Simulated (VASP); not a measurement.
These are PW91 GGA, VASP's PBE PAW potentials (set 64) (plane waves; VASP) values and carry that method's errors.

The input files of a VASP run:

**POSCAR**
```
KMgF3
1.0
  4.0303702924   0.0000000000   0.0000000000
  0.0000000000   4.0303702924   0.0000000000
  0.0000000000   0.0000000000   4.0303702924
K Mg F
1 1 3
Direct
  0.0000000000   0.0000000000   0.0000000000
  0.5000000000   0.5000000000   0.5000000000
  0.5000000000   0.0000000000   0.5000000000
  0.0000000000   0.5000000000   0.5000000000
  0.5000000000   0.5000000000   0.0000000000
```

**INCAR**
```
SYSTEM  =  KMgF3
PREC  =  Accurate; ENCUT  =  520; LREAL  =  .FALSE.
LASPH  =  .TRUE.
EDIFF  =  1E-6; NELM  =  100; ALGO  =  Normal
ISMEAR  =  0; SIGMA  =  0.05
GGA  =  91
IBRION  =  2; NSW  =  60; ISIF  =  3
EDIFFG  =  -0.02
LWAVE  =  .FALSE.; LCHARG  =  .FALSE.
```

**KPOINTS**
```
Automatic mesh
0
Gamma
5 5 5
0 0 0
```

POTCAR, in this order: K_sv Mg F (PBE.64 set). Program: vasp_std.

What does the run give for the energy per atom (σ→0), volume per atom?

```yaml
energy per atom (σ→0): -4.942 eV/atom
volume_per_atom: 13.16 Å³/atom
```

### OSZICAR
```
...
DAV:   1    -0.247160001843E+02   -0.79385E-02   -0.14833E-01   416   0.363E+00    0.681E-01
DAV:   2    -0.247089593267E+02    0.70409E-02   -0.33329E-02   420   0.144E+00    0.126E-01
DAV:   3    -0.247085954797E+02    0.36385E-03   -0.65878E-04   596   0.223E-01    0.749E-02
DAV:   4    -0.247085183836E+02    0.77096E-04   -0.27333E-04   708   0.998E-02    0.589E-02
DAV:   5    -0.247085215009E+02   -0.31173E-05   -0.30108E-05   628   0.413E-02    0.123E-02
DAV:   6    -0.247085193126E+02    0.21883E-05   -0.11123E-05   576   0.268E-02    0.415E-03
DAV:   7    -0.247085187350E+02    0.57761E-06   -0.86765E-07   380   0.502E-03
   2 F= -.24708519E+02 E0= -.24708519E+02  d E =-.456649E-03
```

The compound is KMgF3 in the cubic perovskite structure. This run relaxes it. Symmetry was kept, so distortions that lower it aren't found. The start is the result of an earlier pass.
